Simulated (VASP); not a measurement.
An input for Quantum ESPRESSO's pw.x (written as the equivalent of a VASP run, and not itself run):

```
&CONTROL
  calculation = 'vc-relax'
  pseudo_dir = './pseudo'
  outdir = './out'
  tprnfor = .true.
  tstress = .true.
  nstep = 40
  forc_conv_thr = 0.00078
/
&SYSTEM
  ibrav = 0
  nat = 2
  ntyp = 2
  ecutwfc = 84
  occupations = 'smearing'
  smearing = 'methfessel-paxton'
  degauss = 0.00735
  input_dft = 'pbesol'
/
&ELECTRONS
  conv_thr = 7.3e-08
  electron_maxstep = 100
/
&IONS
/
&CELL
  press = 450
/
ATOMIC_SPECIES
  Hf 178.490 Hf.upf
  N 14.007 N.upf
CELL_PARAMETERS angstrom
     0.0000000    2.1820007    2.1820007
     2.1820007    0.0000000    2.1820007
     2.1820007    2.1820007    0.0000000
ATOMIC_POSITIONS crystal
  Hf   0.0000000  0.0000000  0.0000000
  N    0.5000000  0.5000000  0.5000000
K_POINTS automatic
  14 14 14 0 0 0
```

### Question
Write the VASP files for the same calculation (PBEsol).

### Answer
This is not unique; one that fits is 
**KPOINTS**
```
Automatic mesh
0
Gamma
14 14 14
0 0 0
```

File POSCAR:
```
HfN
1
    0.0000000000     2.1820007068     2.1820007068
    2.1820007068     0.0000000000     2.1820007068
    2.1820007068     2.1820007068     0.0000000000
Hf N
1 1
Direct
  0.0000000000   0.0000000000   0.0000000000
  0.5000000000   0.5000000000   0.5000000000
```

**INCAR**
```
SYSTEM = HfN
PREC = Accurate
ENCUT = 620
EDIFF = 1E-6
NELM = 100
ALGO = Normal
LREAL = .FALSE.
LASPH = .TRUE.
ISMEAR = 1
SIGMA = 0.1
GGA = PS
LMAXMIX = 6
LWAVE = .FALSE.
LCHARG = .FALSE.
IBRION = 2
ISIF = 3
NSW = 40
EDIFFG = -0.02
PSTRESS = 450
```

POTCAR, in this order: Hf_pv N (PBE.64 set). Program: vasp_std.

Limits of the translation: the potentials are each code's own (VASP's PAW set, PseudoDojo norm-conserving files in pw.x), so ENCUT and ecutwfc are chosen apart and not converted; conv_thr bounds pw.x's estimated SCF error, while EDIFF bounds the energy change between steps; forc_conv_thr acts on force components and is met together with etot_conv_thr.

The compound is HfN in the rock salt structure. This run relaxes it under an external pressure of 45 GPa. Symmetry was kept, so distortions that lower it aren't found.
